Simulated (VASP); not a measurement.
Here is the system:

```yaml
crystal:
  lattice:
    - [0.00000, 2.26000, 2.26000]
    - [2.26000, 0.00000, 2.26000]
    - [2.26000, 2.26000, 0.00000]
  atoms:
    - { symbol: Hf, position: [0.00000, 0.00000, 0.00000] }
    - { symbol: N, position: [0.50000, 0.50000, 0.50000] }
```

Computed with PBE GGA, VASP's PBE PAW potentials (set 64) (plane waves; VASP). Settings: 520 eV cut-off, 11×11×11 Γ-centred mesh, first-order Methfessel-Paxton smearing of 0.10 eV, potentials Hf_pv N.

Unless said otherwise, spin-orbit coupling is left out, though it shifts the bands of the heavy elements here.

Problem. What does the run give for the energy per atom (σ→0), pressure, band gap (on the k-mesh) with the smallest direct gap where there is one?

Solution. 
| Quantity | Result |
|---|---|
| band gap (on the k-mesh) | none (metal, semimetal or under 0.01 eV) |
| energy per atom (σ→0) | -10.875 eV/atom |
| pressure | 2.71 GPa |

Total energies compare only between runs with the same potentials, cut-off and functional.

The compound is HfN in the rock salt structure. The cell was not relaxed at this level. The electron count is odd and the run is not spin-polarised, which forces a metal.
